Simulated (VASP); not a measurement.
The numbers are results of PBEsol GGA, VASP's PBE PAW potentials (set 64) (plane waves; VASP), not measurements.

A VASP calculation is set up with these files.

**POSCAR**
```
WTe
1
    4.3533651012    -0.0000000000    -0.0000000000
   -2.1766825507     3.7701245105    -0.0000000000
   -0.0000000000    -0.0000000000     5.1375447226
W Te
2 2
Direct
  0.0000000000   0.0000000000   0.0000000000
  0.0000000000   0.0000000000   0.5000000000
  0.3333330000   0.6666670000   0.2500000000
  0.6666670000   0.3333330000   0.7500000000
```

**INCAR**
```
LWAVE = .False.
SYSTEM = WTe
SIGMA = 0.1
GGA = PS   ! PBEsol
NELM = 100   ! most electronic steps
LCHARG = .False.
IBRION = 2   ! conjugate gradients
LREAL = .False.
PREC = Accurate
ISIF = 3   ! ions, shape and volume
ALGO = Normal
NSW = 60   ! most ionic steps
LASPH = .True.   ! aspherical one-centre terms
LMAXMIX = 6   ! l cut-off of mixed one-centre charges
ISMEAR = 1   ! Methfessel-Paxton
EDIFF = 1E-6   ! SCF stop (eV)
EDIFFG = -0.02   ! ionic stop
ENCUT = 400   ! plane-wave cut-off (eV)
```

File KPOINTS:
```
Automatic mesh
0
Gamma
7 7 6
0 0 0
```

POTCAR, in this order: W_sv Te (PBE.64 set). Program: vasp_std.

Unless said otherwise, spin-orbit coupling is left out, though it shifts the bands of the heavy elements here.

**Question.** Predict the energy per atom (σ→0), volume per atom, band gap (on the k-mesh).

**Answer.** 
- energy per atom (σ→0): -8.062 eV/atom
- band gap (on the k-mesh): none (metal, semimetal or under 0.01 eV)
- volume per atom: 21.10 Å^3/atom

**OSZICAR**
```
...
   3 F= -.32245388E+02 E0= -.32247198E+02  d E =-.423361E-03
       N       E                     dE             d eps       ncg     rms          rms(c)
DAV:   1    -0.322470037446E+02   -0.16154E-02   -0.41552E-02  1560   0.185E+00    0.298E-01
DAV:   2    -0.322456455044E+02    0.13582E-02   -0.51362E-03  1776   0.529E-01    0.825E-02
DAV:   3    -0.322454751074E+02    0.17040E-03   -0.36316E-04  1856   0.124E-01    0.493E-02
DAV:   4    -0.322454463736E+02    0.28734E-04   -0.86999E-05  1864   0.521E-02    0.239E-02
DAV:   5    -0.322454461568E+02    0.21676E-06   -0.63102E-06  1568   0.177E-02
   4 F= -.32245446E+02 E0= -.32247229E+02  d E =-.584414E-04
```

The structure was generated: WTe was put into the NiAs type type (P6_3/mmc), which need not be its known phase. This run relaxes it. Symmetry was kept, so distortions that lower it aren't found. The start is the result of an earlier pass.
